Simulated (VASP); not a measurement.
# Bulk modulus of wurtzite semiconductors: r2SCAN against PBE

VASP (plane waves, PAW); cells keep the symmetry of their structure type. Static lattice, from a third-order Birch-Murnaghan fit over five volumes at each level.

Here x stands for PBE B0 and y for r2SCAN B0.

| solid | PBE B0 (GPa) | r2SCAN B0 (GPa) | cut-off (eV) |
|---|---|---|---|
| CdSe | 44.6 | ? | 520 |
| CdS | 53.1 | 60.3 | 520 |
| ZnS | 69.0 | 79.1 | 520 |
| ZnO | 128.6 | 149.8 | 520 |
| GaN | 170.1 | 195.1 | 520 |
| AlN | 193.7 | 212.1 | 520 |
| SiC | 212.9 | 227.3 | 520 |
| BN | 372.6 | 389.8 | 520 |

Fit y of the 7 rows that show it with a straight line. With u = x - 171, the rows have u = -117.90, -102.00, -42.40, -0.90, 22.70, 41.90, 201.60. Means: u 0.42857, y 187.64. About the means, the sum of products is 70655 and the sum of squares of u is 69015; the slope is their ratio. Least squares gives y = 187.20 + 1.02376·u. Residuals (row less fit): -6.20, -3.68, 6.01, 8.82, 1.66, -2.80, -3.79; standard error 6.18 (degrees of freedom: 5). The slope is 1.02 with a standard error of 0.024.

Q: Predict the withheld y at x = 44.6 from the fit, and compare with the calculation.

A: u = -126.40, so y = 187.20 + 1.02376 × (-126.40) = 57.80 GPa. The calculation gives 51.4 GPa, 6.40 GPa below the prediction (1.9 % of the range of y in the table). The row lies outside the fitted rows, so this is an extrapolation. From the scatter of the fitted rows alone, a prediction at this place has a standard error of 7.25 GPa, so the miss is 0.9 times that.

ZnS is here the high-temperature form. SiC is here the rare 2H polytype. BN is here a metastable high-pressure form. The rows are a random draw from the solids of this series computed here; series whose standard error about the line passes 12 to 30 % of the range of y, or with no trend, aren't shown in this form.
